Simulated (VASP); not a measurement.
Wanted: the native input for a VASP 6.6.1 run.

- Task: single point
- Functional: LDA
- Potentials or basis: VASP PAW LDA potentials, release 64 (Tl_d, Pd, F)
- Cutoff: 520 eV
- k mesh: 1 × 1 × 1
- Occupations: fermi-dirac, width 0.05 eV
- Spin: no spin polarisation
- Dipole correction: no
- Further INCAR settings: LREAL = Auto; ALGO = Fast; EDIFF = 1e-06; NBANDS = 198

The structure of Tl8Pd8F23 (a cell with a defect) lies in POSCAR:

```
Tl8Pd8F23
1.0
    8.5426590000      0.0000000000      0.0000000000
    0.0325000000      8.5427410000      0.0000000000
    0.0068550000      0.0676480000      8.5441360000
Tl Pd F
8 8 23
Direct
    0.5115233893      0.4486724068      0.4155013450
    0.4990993652      0.5630785563      0.9721755365
    0.5673919842      1.0061879189      0.4759521618
    0.6127245859      0.9034264806      1.0563736345
    1.0786666637      0.4912123867      0.4892946461
    1.0342883699      0.4918540009      0.9980880454
    1.0069447730      0.9718375805      0.5002846397
    1.0197301372      1.0027269716      0.9780509112
    0.2550085038      0.2227869468      0.2200924704
    0.2549506786      0.1778721067      0.7093285968
    0.2225011936      0.7284847292      0.2002074873
    0.3700999925      0.7674479178      0.6739476057
    0.7359560385      0.2458327210      0.3047353179
    0.8171204810      0.3008578221      0.8374164456
    0.7066624443      0.7412795618      0.3110320341
    0.8455642116      0.8398515827      0.7933043201
    0.0300178535      0.1979089396      0.2677859997
    0.2894256884      0.1928607273      0.4765958782
    0.2425766962      0.4711987064      0.2094887066
    0.0127495825      0.3081666289      0.7540844387
    0.2389757109      0.1947825334      0.9892866874
    0.3486199950      0.5107328100      0.7234786525
   -0.0000904834      0.6782211097      0.1941331458
    0.3623346524      0.6388981977      0.4280713697
    0.2129411493      0.9699679988      0.2322996731
    0.0030326367      0.7370522563      0.7059110482
    0.2048015383      0.7239510292      0.9368179533
    0.3142329857      0.9638880685      0.6985258662
    0.4770448430      0.2709438256      0.2571705319
    0.7123170972      0.2816000339      0.5493709370
    0.7310214995      0.5012970416      0.2830713369
    0.5276289291      0.1729949311      0.7620197057
    0.7791045735      0.2969109416      1.0978406711
    0.7257085223      0.6252978343      0.6998367067
    0.4412910385      0.7663264449      0.2035782202
    0.8863366024      0.7940395328      0.4408988808
    0.7590490142      0.9807102565      0.2815498255
    0.6527078178      0.9041100377      0.7084039861
    0.8699641598      1.0730513753      0.7612940618
```

These files were run (other wordings do the same):

INCAR

```
ALGO     = Fast           # electronic algorithm
EDIFF    = 1E-6           # SCF threshold, eV
ENCUT    = 520            # plane-wave cutoff, eV
GGA      = CA             # functional
ISIF     = 2              # what is computed and relaxed
ISMEAR   = -1             # smearing method
LASPH    = True           # aspherical terms in the spheres
LCHARG   = True           # write CHGCAR
LELF     = True           # ELF
LREAL    = Auto         
LVHAR    = True         
LWAVE    = False          # write WAVECAR
NBANDS   = 198            # bands
NELM     = 60             # most SCF steps
PREC     = Accurate       # precision mode
SIGMA    = 0.05           # smearing width, eV
```

KPOINTS

```
k-points
0
Gamma
  1 1 1
```

Potentials or basis: VASP PAW LDA potentials, release 64 (Tl_d, Pd, F).

Launch:

```sh
$ cat potpaw_LDA.64/Tl_d/POTCAR potpaw_LDA.64/Pd/POTCAR potpaw_LDA.64/F/POTCAR > POTCAR
$ mpirun -np 1 vasp_gam > vasp.out
```

It gave:

| Item | Value |
| --- | --- |
| Pressure | 5.6 GPa |
| Largest force | 6.163 eV/Å |
| Band gap on the k mesh | none (metal or under the smearing width) |

Caveat: an odd number of electrons without spin polarisation forces a metal; a magnetic or distorted state may lie lower.

It took 3 min on 1 thread of Intel(R) Xeon(R) 6975P-C (Granite Rapids) (shared host), peak memory 0.44 GiB.
